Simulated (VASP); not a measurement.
```xyz
3
Lattice="0.0000 2.8453 2.8453 2.8453 0.0000 2.8453 2.8453 2.8453 0.0000" Properties=species:S:1:pos:R:3 pbc="T T T"
Li     1.4227     1.4227     1.4227
Li     4.2680     4.2680     4.2680
S      2.8453     0.0000     2.8453
```

Method: AM05 GGA, VASP's PBE PAW potentials (set 64) (plane waves; VASP). Settings: 520 eV cut-off, 8×8×8 Γ-centred mesh, tetrahedra with Blöchl corrections, potentials Li_sv S.

Problem. Tabulate the total density of states (states/eV per cell) against energy (eV; zero at the valence-band maximum or, without a gap, the Fermi level).

Solution. 
| E (eV) | DOS (states/eV) |
|---|---|
| -9.94 | 0.00 |
| -9.70 | 0.00 |
| -9.34 | 0.00 |
| -9.10 | 0.00 |
| -8.86 | 0.00 |
| -8.50 | 0.00 |
| -8.26 | 0.00 |
| -8.02 | 0.00 |
| -7.66 | 0.00 |
| -7.42 | 0.00 |
| -7.06 | 0.00 |
| -6.82 | 0.00 |
| -6.58 | 0.00 |
| -6.22 | 0.00 |
| -5.98 | 0.00 |
| -5.74 | 0.00 |
| -5.38 | 0.00 |
| -5.14 | 0.00 |
| -4.90 | 0.00 |
| -4.54 | 0.00 |
| -4.30 | 0.00 |
| -4.06 | 0.00 |
| -3.70 | 0.00 |
| -3.46 | 0.00 |
| -3.10 | 0.00 |
| -2.86 | 0.13 |
| -2.62 | 1.07 |
| -2.26 | 2.81 |
| -2.02 | 1.58 |
| -1.78 | 1.41 |
| -1.42 | 2.83 |
| -1.18 | 3.27 |
| -0.94 | 3.10 |
| -0.58 | 2.81 |
| -0.34 | 1.49 |
| -0.10 | 0.44 |
| 0.26 | 0.00 |
| 0.50 | 0.00 |
| 0.86 | 0.00 |
| 1.10 | 0.00 |
| 1.34 | 0.00 |
| 1.70 | 0.00 |
| 1.94 | 0.00 |
| 2.18 | 0.00 |
| 2.54 | 0.00 |
| 2.78 | 0.00 |
| 3.02 | 0.00 |
| 3.38 | 0.00 |
| 3.62 | 0.08 |
| 3.86 | 0.20 |
| 4.22 | 0.31 |
| 4.46 | 0.42 |
| 4.82 | 0.73 |
| 5.06 | 1.09 |
| 5.30 | 1.36 |
| 5.66 | 1.56 |
| 5.90 | 1.24 |
| 6.14 | 0.35 |
| 6.50 | 0.78 |
| 6.74 | 3.48 |
Within 2 eV below the valence-band maximum the largest weight inside VASP's projection spheres is S p.

The compound is Li2S in the antifluorite structure. It was relaxed first.
